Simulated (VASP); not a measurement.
# Quasiparticle energies of WS2 (Tungstenite) in VASP, part 2 of 3

Aim: the quasiparticle gap of WS2 (Tungstenite), and what it costs to get it. The cell has space group P6_3/mmc. The start is a cell from a database of measured crystal structures.

VASP 6.6.1, plane waves and PAW; the level of theory is named at each step.

Still holding for the runs below: This run has no spin polarisation, although W can carry a moment.

So far, gap on the k-mesh (eV): step 3 (ground state) 1.09.

The database entry behind the starting cell differs from later determinations by our own check (an axis about 1.4 % long against later determinations), so it need not match the best structure at ambient conditions.

**4. Empty bands**

Level of this step: LDA, no spin polarisation; plane waves and PAW (W_sv_GW, S_GW) (VASP).

The next step needs empty bands that the ground-state run didn't converge, so the Hamiltonian is diagonalised exactly for NBANDS bands, in a single step. LOPTICS writes the k-derivatives of the orbitals (WAVEDER), which give the long-wavelength limit of the screening.

INCAR reads:

```
SYSTEM = WS2
PREC = Accurate
ENCUT = 340
ISMEAR = 0
SIGMA = 0.01
LREAL = .FALSE.
GGA = CA
NBANDS = 180
ALGO = Exact
NELM = 1
LWAVE = .TRUE.
LCHARG = .FALSE.
LOPTICS = .TRUE.
NEDOS = 1000
CSHIFT = 0.1
```

POSCAR reads:

```
WS2
1.0
    3.1800000000      0.0000000000      0.0000000000
   -1.5900000000      2.7539607840      0.0000000000
    0.0000000000      0.0000000000     12.5000000000
W S
2 4
Direct
    0.3333333333      0.6666666667      0.2500000000
    0.6666666667      0.3333333333      0.7500000000
    0.3333333333      0.6666666667      0.6260267440
    0.6666666667      0.3333333333      0.1260267440
    0.3333333333      0.6666666667      0.8739732560
    0.6666666667      0.3333333333      0.3739732560
```

KPOINTS reads:

```
Automatic mesh
0
Gamma
3 3 1
0 0 0
```

Potentials, in the order of the species: W_sv_GW and S_GW (LDA family, release 64).

Run with:

```bash
> mpirun -np 4 vasp_std
```

What it wrote:

```text
[banner, memory and clock lines left out]
running    4 mpi-ranks, on    1 nodes
 distrk:  each k-point on    4 cores,    1 groups
 distr:  one band on    1 cores,    4 groups

 POSCAR found type information on POSCAR W S
 POSCAR found :  2 types and       6 ions
 LDA part: xc-table for (Slater(with rela. corr.)+CA(PZ))
 , standard interpolation
 found WAVECAR, reading the header
  number of bands has changed, file:    32 present:   180
  trying to continue reading WAVECAR, but it might fail
 POSCAR, INCAR and KPOINTS ok, starting setup
 FFT: planning ... GRIDC
 FFT: planning ... GRID_SOFT
 FFT: planning ... GRID
 reading WAVECAR
 random initialization beyond band           32
 the WAVECAR file was read successfully
 initial charge from wavefunction
 entering main loop
       N       E                     dE             d eps       ncg     rms          rms(c)
DIA:   1    -0.564305763602E+02   -0.56431E+02    0.00000E+00     0   0.000E+00
   1 F= -.56430576E+02 E0= -.56430576E+02  d E =-.448439E-31
 writing wavefunctions
 optical routines
 imaginary and real dielectric function
 recalculating local potential from charge density
 direction            1
 direction            2
 direction            3
```

Elapsed: 9.4 s, on 4 MPI ranks of Intel Xeon Platinum 8488C (Sapphire Rapids), shared host; peak memory 0.76 GiB; 35 s of CPU time.

Parts of OUTCAR (step 4):

```text
 Found      3 irreducible k-points:

   k-points           NKPTS =      3   k-points in BZ     NKDIM =      3   number of bands    NBANDS=    180

   NELECT =      52.0000    total number of electrons

 E-fermi :   7.3815

 k-point     1 :       0.0000    0.0000    0.0000
  band No.  band energies     occupation
    ...
     22       4.9620      2.00000
     23       4.9620      2.00000
     24       5.7437      2.00000
     25       6.1666      2.00000
     26       7.3010      2.00000
     27       9.5101      0.00000
     28       9.5101      0.00000
     29       9.5148      0.00000
     30       9.5148      0.00000
     31       9.6695      0.00000
    ...

  Total       -4.3019261     -4.3019261     -2.8201979      0.0000000     -0.0000000      0.0000000
  in kB      -62.9620183    -62.9620183    -41.2757800      0.0000000     -0.0000000      0.0000000
  external PRESSURE =     -55.7332722 kB  Pullay stress =       0.0000000 kB

 POSITION                                       TOTAL-FORCE (eV/Angst)
 -----------------------------------------------------------------------------------
     -0.00000      1.83597      3.12500         0.000000     -0.000000      0.000000
      1.59000      0.91799      9.37500        -0.000000      0.000000      0.000000
     -0.00000      1.83597      7.82533        -0.000000     -0.000000      0.284681
      1.59000      0.91799      1.57533        -0.000000     -0.000000      0.284681
     -0.00000      1.83597     10.92467        -0.000000      0.000000     -0.284681
      1.59000      0.91799      4.67467         0.000000      0.000000     -0.284681
 -----------------------------------------------------------------------------------
    total drift:                               -0.000000      0.000000     -0.000000

  FREE ENERGIE OF THE ION-ELECTRON SYSTEM (eV)
  ---------------------------------------------------
  free  energy   TOTEN  =       -56.4305763602 eV

  energy  without entropy=      -56.4305763602  energy(sigma->0) =      -56.43057636

 plasma frequency squared (from intraband transitions) (eV^2)
  --------------------------------------------------------------------------------------
       0.000      -0.000       0.000
       0.000       0.000       0.000
      -0.000       0.000       0.000

[... 11 parts as in an earlier step ...]
```

WAVECAR now holds 180 bands for 52 electrons. Its independent-particle dielectric tensor has xx, yy, zz = 22.5, 22.5, 9.2 on this mesh, which isn't tested for convergence in mesh or bands and lacks local fields.

**5. G0W0, ENCUTGW 80, bands in the sums 180**

This step: G0W0 on LDA, no spin polarisation; plane waves and PAW (W_sv_GW, S_GW) (VASP 6.6.1).

One pass of GW corrects the levels to first order, with G and W from the starting orbitals.

INCAR reads:

```
SYSTEM = WS2
PREC = Accurate
ENCUT = 340
ISMEAR = 0
SIGMA = 0.01
LREAL = .FALSE.
GGA = CA
NBANDS = 180
ALGO = EVGW0
NELMGW = 1
ENCUTGW = 80
NOMEGA = 48
PRECFOCK = Fast
NBANDSGW = 36
LWAVE = .FALSE.
LCHARG = .FALSE.
```

POSCAR is that of step 4.

KPOINTS is that of step 4.

Run with:

```bash
> mpirun -np 4 vasp_std
```

What it wrote:

```text
[banner, memory and clock lines left out]
running    4 mpi-ranks, on    1 nodes
 distrk:  each k-point on    4 cores,    1 groups
 distr:  one band on    1 cores,    4 groups

 POSCAR found type information on POSCAR W S
 POSCAR found :  2 types and       6 ions
|                                                                             |
|           W    W    AA    RRRRR   N    N  II  N    N   GGGG   !!!           |
|           W    W   A  A   R    R  NN   N  II  NN   N  G    G  !!!           |
|           W    W  A    A  R    R  N N  N  II  N N  N  G       !!!           |
|           W WW W  AAAAAA  RRRRR   N  N N  II  N  N N  G  GGG   !            |
|           WW  WW  A    A  R   R   N   NN  II  N   NN  G    G                |
|           W    W  A    A  R    R  N    N  II  N    N   GGGG   !!!           |
|                                                                             |
|     The default for ENCUTGWSOFT is different in this version of VASP.       |
|     please manually set ENCUTGWSOFT =80 in the INCAR file.                  |
|                                                                             |

 LDA part: xc-table for (Slater(with rela. corr.)+CA(PZ))
 , standard interpolation
 found WAVECAR, reading the header
 POSCAR, INCAR and KPOINTS ok, starting setup
 FFT: planning ... GRIDC
 FFT: planning ... GRID_SOFT
 FFT: planning ... GRID
 reading WAVECAR
 the WAVECAR file was read successfully
 initial charge from wavefunction
 available memory per node:    127.91 GB, setting MAXMEM to    130983

 The Fermi energy was updated, please check that it is located mid-gap
 values below the HOMO (VB) or above the LUMO (CB) will cause erroneous energies
 E-fermi :   7.8483

 calculate exact exchange contribution
 the WAVEDER file was read successfully
|                                                                             |
|           W    W    AA    RRRRR   N    N  II  N    N   GGGG   !!!           |
|           W    W   A  A   R    R  NN   N  II  NN   N  G    G  !!!           |
|           W    W  A    A  R    R  N N  N  II  N N  N  G       !!!           |
|           W WW W  AAAAAA  RRRRR   N  N N  II  N  N N  G  GGG   !            |
|           WW  WW  A    A  R   R   N   NN  II  N   NN  G    G                |
|           W    W  A    A  R    R  N    N  II  N    N   GGGG   !!!           |
|                                                                             |
|     Automatic setting of frequency mesh for GW failed. Frequency mesh       |
|     properly not suitable for determining QP energies. Consider             |
|     increasing number of kpoints.                                           |
|                                                                             |

energies w=
    0.000    0.000    1.113    0.000    2.221    0.000    3.320    0.000
    4.406    0.000    5.477    0.000    6.530    0.000    7.564    0.000
    8.578    0.000    9.574    0.000   10.551    0.000   11.513    0.000
   12.461    0.000   13.398    0.000   14.327    0.000   15.251    0.000
   16.174    0.000   17.100    0.000   18.032    0.000   18.976    0.000
   19.936    0.000   20.917    0.000   21.925    0.000   22.968    0.000
   24.052    0.000   25.187    0.000   26.383    0.000   27.650    0.000
   29.003    0.000   30.459    0.000   32.040    0.000   33.769    0.000
   35.679    0.000   37.809    0.000   40.209    0.000   42.949    0.000
   46.116    0.000   49.832    0.000   54.265    0.000   59.658    0.000
   66.372    0.000   74.969    0.000   86.371    0.000  102.205    0.000
  125.639    0.000  163.759    0.000  236.374    0.000  427.773    0.000
 responsefunction array rank=     180
 LDA part: xc-table for (Slater(with rela. corr.)+CA(PZ))
 , standard interpolation

 min. memory requirement per mpi rank    102.8 MB, per node    411.1 MB

 allocating  12 responsefunctions rank=   180
 shmem allocating  48 responsefunctions rank=   180
 response function shared by NCSHMEM nodes    1
 Doing           12  frequencies on each core in blocks of           48
NQ=   1    0.0000    0.0000    0.0000,
|.........|.........|.........|.........|.........|.........|.........|.........
 performed        110000 updates of chi_q(r,r)
 total number of BLAS operations         25.35 Gflops
NQ=   2    0.3333    0.0000    0.0000,
|.........|.........|.........|.........|.........|.........|.........|.........
 performed        298000 updates of chi_q(r,r)
 total number of BLAS operations         74.27 Gflops
NQ=   3    0.3333    0.3333    0.0000,
|.........|.........|.........|.........|.........|.........|.........|.........
 performed        434000 updates of chi_q(r,r)
 total number of BLAS operations        103.00 Gflops
 resolving degeneracies of screened two electron integrals

 calculate QP shifts <psi_nk| G(iteration)W_0 |psi_nk>: iteration 1
 entering main loop
```

Elapsed: 16 s, on 4 MPI ranks; peak memory 0.65 GiB; 60 s of CPU time.

OUTCAR, selected parts (step 5):

```text
   k-points           NKPTS =      3   k-points in BZ     NKDIM =      9   number of bands    NBANDS=    180

   NELECT =      52.0000    total number of electrons

 E-fermi :   7.8483

 QP shifts <psi_nk| G(iteration)W_0 |psi_nk>: iteration 1
 for sc-GW calculations column KS-energies equals QP-energies in previous step
 and V_xc(KS)=  KS-energies - (<T + V_ion + V_H > + <T+V_H+V_ion>^1  + <V_x>^1)
 k-point   1 :       0.0000    0.0000    0.0000
  band No.  KS-energies  QP-energies   sigma(KS)   V_xc(KS)     V^pw_x(r,r')   Z            occupation Imag(sigma)
    ...
     23       4.9620       5.0347     -15.3302     -15.4243     -17.5178       0.7729       2.0000       0.3038
     24       5.7437       5.5953     -13.9982     -13.8062     -16.4911       0.7733       2.0000       0.3122
     25       6.1666       6.3209     -14.0520     -14.2503     -15.2860       0.7783       2.0000       0.2212
     26       7.3010       7.5655     -15.0471     -15.3887     -16.1068       0.7743       2.0000       0.1710
     27       9.5101      10.5569     -13.7902     -15.1304     -10.0503       0.7811       0.0000      -0.3224
     28       9.5101      10.5569     -13.7902     -15.1304     -10.0503       0.7811       0.0000      -0.3224
     29       9.5148      10.5539     -13.7246     -15.0556      -9.9867       0.7807       0.0000      -0.3218
     30       9.5148      10.5539     -13.7246     -15.0556      -9.9867       0.7807       0.0000      -0.3218
    ...

 k-point   2 :       0.3333    0.0000    0.0000
  band No.  KS-energies  QP-energies   sigma(KS)   V_xc(KS)     V^pw_x(r,r')   Z            occupation Imag(sigma)
    ...
     23       5.0248       4.9748     -14.6746     -14.6098     -17.0986       0.7725       2.0000       0.3221
     24       5.0618       4.9050     -14.0826     -13.8786     -16.6824       0.7685       2.0000       0.3455
     25       5.3097       5.3883     -14.0503     -14.1513     -15.7122       0.7770       2.0000       0.2789
     26       5.5609       5.6681     -14.3535     -14.4915     -15.9756       0.7767       2.0000       0.2652
     27       8.9392       9.8682     -13.5652     -14.7550      -9.8646       0.7808       0.0000      -0.3206
     28       9.1685      10.2298     -14.6686     -16.0391     -10.9446       0.7744       0.0000      -0.3320
     29       9.3043      10.3778     -14.7864     -16.1748     -11.0252       0.7731       0.0000      -0.3415
     30       9.6813      10.7024     -14.2380     -15.5523     -10.3951       0.7769       0.0000      -0.3656
    ...

[... 8 parts as in an earlier step ...]

[... 2 further parts left out ...]
```

This step gave:

```yaml
quasiparticle_gap_on_the_mesh: 1.869 eV
smallest_direct_quasiparticle_gap_on_the_mesh: 2.483 eV
gap_of_the_starting_orbitals_on_the_mesh: 1.095 eV
```

GW takes the gap from 1.095 to 1.869 eV. Spin-orbit coupling is left out. The value holds for 180 bands, ENCUTGW = 80 eV and this mesh, and isn't shown to be converged in them. VASP warns that the automatic setting of its frequency mesh failed and advises more k points, so the value is in doubt.

**6. Empty bands**

This step: LDA, no spin polarisation; plane waves and PAW (W_sv_GW, S_GW) (VASP 6.6.1).

The empty bands are made again, for the run that follows.

INCAR reads:

```
SYSTEM = WS2
PREC = Accurate
ENCUT = 340
ISMEAR = 0
SIGMA = 0.01
LREAL = .FALSE.
GGA = CA
NBANDS = 328
ALGO = Exact
NELM = 1
LWAVE = .TRUE.
LCHARG = .FALSE.
LOPTICS = .TRUE.
NEDOS = 1000
CSHIFT = 0.1
```

POSCAR is that of step 5.

KPOINTS is that of step 5.

Run with:

```bash
> mpirun -np 4 vasp_std
```

What it wrote:

```text
[banner, memory and clock lines left out]
running    4 mpi-ranks, on    1 nodes
[...]
LDA part: xc-table for (Slater(with rela. corr.)+CA(PZ))
 , standard interpolation
 found WAVECAR, reading the header
  number of bands has changed, file:    32 present:   328
  trying to continue reading WAVECAR, but it might fail
 POSCAR, INCAR and KPOINTS ok, starting setup
[...]
reading WAVECAR
 random initialization beyond band           32
 the WAVECAR file was read successfully
 initial charge from wavefunction
 entering main loop
       N       E                     dE             d eps       ncg     rms          rms(c)
DIA:   1    -0.564305763605E+02   -0.56431E+02    0.00000E+00     0   0.000E+00
   1 F= -.56430576E+02 E0= -.56430576E+02  d E =-.347534E-79
 writing wavefunctions
 optical routines
 imaginary and real dielectric function
 recalculating local potential from charge density
 direction            1
 direction            2
 direction            3
```

Wall time 9.2 s (4 MPI ranks); peak memory 0.77 GiB.

Parts of OUTCAR (step 6):

```text
  Total       -4.3019261     -4.3019261     -2.8201979      0.0000000      0.0000000      0.0000000
  in kB      -62.9620181    -62.9620181    -41.2757795      0.0000000      0.0000000      0.0000000
  external PRESSURE =     -55.7332719 kB  Pullay stress =       0.0000000 kB

 POSITION                                       TOTAL-FORCE (eV/Angst)
 -----------------------------------------------------------------------------------
     -0.00000      1.83597      3.12500         0.000000     -0.000000      0.000000
      1.59000      0.91799      9.37500        -0.000000      0.000000      0.000000
     -0.00000      1.83597      7.82533        -0.000000     -0.000000      0.284681
      1.59000      0.91799      1.57533         0.000000     -0.000000      0.284681
     -0.00000      1.83597     10.92467         0.000000     -0.000000     -0.284681
      1.59000      0.91799      4.67467         0.000000     -0.000000     -0.284681
 -----------------------------------------------------------------------------------
    total drift:                               -0.000000      0.000000     -0.000000

  FREE ENERGIE OF THE ION-ELECTRON SYSTEM (eV)
  ---------------------------------------------------
  free  energy   TOTEN  =       -56.4305763605 eV

  energy  without entropy=      -56.4305763605  energy(sigma->0) =      -56.43057636

[... 1 part as in an earlier step ...]

[... 2 further parts left out ...]
[key lines of the parts left out:]
E-fermi :   7.4335
```

WAVECAR now holds 328 bands for 52 electrons.

**7. G0W0, ENCUTGW 120, bands in the sums 328**

This step: G0W0 on LDA, no spin polarisation; plane waves and PAW (W_sv_GW, S_GW) (VASP 6.6.1).

ENCUTGW rises to 120 eV and the bands with it, to about the number of plane waves under that cutoff.

INCAR reads:

```
SYSTEM = WS2
PREC = Accurate
ENCUT = 340
ISMEAR = 0
SIGMA = 0.01
LREAL = .FALSE.
GGA = CA
NBANDS = 328
ALGO = EVGW0
NELMGW = 1
ENCUTGW = 120
NOMEGA = 48
PRECFOCK = Fast
NBANDSGW = 36
LWAVE = .FALSE.
LCHARG = .FALSE.
```

POSCAR is that of step 6.

KPOINTS is that of step 6.

Run with:

```bash
> mpirun -np 4 vasp_std
```

What it wrote:

```text
[banner, memory and clock lines left out]
running    4 mpi-ranks, on    1 nodes
[...]
|                                                                             |
|           W    W    AA    RRRRR   N    N  II  N    N   GGGG   !!!           |
|           W    W   A  A   R    R  NN   N  II  NN   N  G    G  !!!           |
|           W    W  A    A  R    R  N N  N  II  N N  N  G       !!!           |
|           W WW W  AAAAAA  RRRRR   N  N N  II  N  N N  G  GGG   !            |
|           WW  WW  A    A  R   R   N   NN  II  N   NN  G    G                |
|           W    W  A    A  R    R  N    N  II  N    N   GGGG   !!!           |
|                                                                             |
|     The default for ENCUTGWSOFT is different in this version of VASP.       |
|     please manually set ENCUTGWSOFT =120 in the INCAR file.                 |
|                                                                             |

 LDA part: xc-table for (Slater(with rela. corr.)+CA(PZ))
[...]
124.594    0.000  161.925    0.000  232.446    0.000  414.720    0.000
 responsefunction array rank=     340
 LDA part: xc-table for (Slater(with rela. corr.)+CA(PZ))
 , standard interpolation

 min. memory requirement per mpi rank    195.6 MB, per node    782.4 MB

 allocating  12 responsefunctions rank=   340
 shmem allocating  48 responsefunctions rank=   340
 response function shared by NCSHMEM nodes    1
 Doing           12  frequencies on each core in blocks of           48
NQ=   1    0.0000    0.0000    0.0000,
|.........|.........|.........|.........|.........|.........|.........|.........
 performed        212000 updates of chi_q(r,r)
 total number of BLAS operations        170.58 Gflops
NQ=   2    0.3333    0.0000    0.0000,
|.........|.........|.........|.........|.........|.........|.........|.........
 performed        565000 updates of chi_q(r,r)
 total number of BLAS operations        492.10 Gflops
NQ=   3    0.3333    0.3333    0.0000,
|.........|.........|.........|.........|.........|.........|.........|.........
 performed        824000 updates of chi_q(r,r)
 total number of BLAS operations        690.25 Gflops
 resolving degeneracies of screened two electron integrals

 calculate QP shifts <psi_nk| G(iteration)W_0 |psi_nk>: iteration 1
 entering main loop
[key lines of the parts left out:]
E-fermi :   7.8483
```

It took 34 s on 4 MPI ranks; peak memory 1 GiB.

Parts of OUTCAR (step 7):

```text
 QP shifts <psi_nk| G(iteration)W_0 |psi_nk>: iteration 1
 for sc-GW calculations column KS-energies equals QP-energies in previous step
 and V_xc(KS)=  KS-energies - (<T + V_ion + V_H > + <T+V_H+V_ion>^1  + <V_x>^1)
 k-point   1 :       0.0000    0.0000    0.0000
  band No.  KS-energies  QP-energies   sigma(KS)   V_xc(KS)     V^pw_x(r,r')   Z            occupation Imag(sigma)
    ...
     23       4.9620       4.7684     -15.6758     -15.4243     -17.5178       0.7698       2.0000       0.2974
     24       5.7437       5.3388     -14.3321     -13.8062     -16.4911       0.7699       2.0000       0.3071
     25       6.1666       6.1081     -14.3257     -14.2503     -15.2860       0.7754       2.0000       0.2164
     26       7.3010       7.3095     -15.3776     -15.3887     -16.1068       0.7710       2.0000       0.1645
     27       9.5101      10.2987     -14.1162     -15.1304     -10.0503       0.7775       0.0000      -0.3263
     28       9.5101      10.2987     -14.1162     -15.1304     -10.0503       0.7775       0.0000      -0.3263
     29       9.5148      10.2960     -14.0504     -15.0556      -9.9867       0.7772       0.0000      -0.3258
     30       9.5148      10.2960     -14.0504     -15.0556      -9.9867       0.7772       0.0000      -0.3258
    ...

[... 1 part as in an earlier step ...]

[... 2 further parts left out ...]
[key lines of the parts left out:]
E-fermi :   7.8483
```

The gap is now 1.884 eV, +15 meV against the GW run before. Spin-orbit coupling is left out. VASP warns that the automatic setting of its frequency mesh failed and advises more k points, so the value is in doubt.

[end of part 2 of 3]

[Lines on the potential files, build, host, timing and source positions are cut from VASP's logs without a mark.]

[Logs are printed without paths, hosts, clocks, repeated set-up lines and the standing remarks that a program may print on its own settings, such as how far it seeks lower states.]

[Hosts, paths, dates, database ids (printed as entryN), source tags and the programs' standing remarks are cut or masked in the printed files.]

[Pressures printed for these runs are not shown converged in the cutoff: they can be off by several GPa and have the wrong sign.]
